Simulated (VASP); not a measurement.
Consider the following.

```xyz
2
Lattice="0.0000 3.0717 3.0717 3.0717 0.0000 3.0717 3.0717 3.0717 0.0000" Properties=species:S:1:pos:R:3 pbc="T T T"
Hg     0.0000     0.0000     0.0000
Se     1.5358     1.5358     1.5358
```

Computed with PBEsol GGA, VASP's PBE PAW potentials (set 64) (plane waves; VASP 6.6.1). Numerical set-up: 400 eV cut-off, 12×12×12 Γ-centred mesh, tetrahedra with Blöchl corrections, potentials Hg Se.

Unless said otherwise, spin-orbit coupling is left out, though it shifts the bands of the heavy elements here.

### Question
What does the run give for the energy per atom (σ→0), band gap (on the k-mesh) with the smallest direct gap where there is one?

### Answer

```
Quantity                                                    Result
------------------------  ----------------------------------------
band gap (on the k-mesh)  none (metal, semimetal or under 0.01 eV)
energy per atom (σ→0)                               -2.405 eV/atom
```

The absolute energy has meaning only against runs of the same code, potentials and settings.

The compound is HgSe in the zinc blende structure. It was relaxed first.
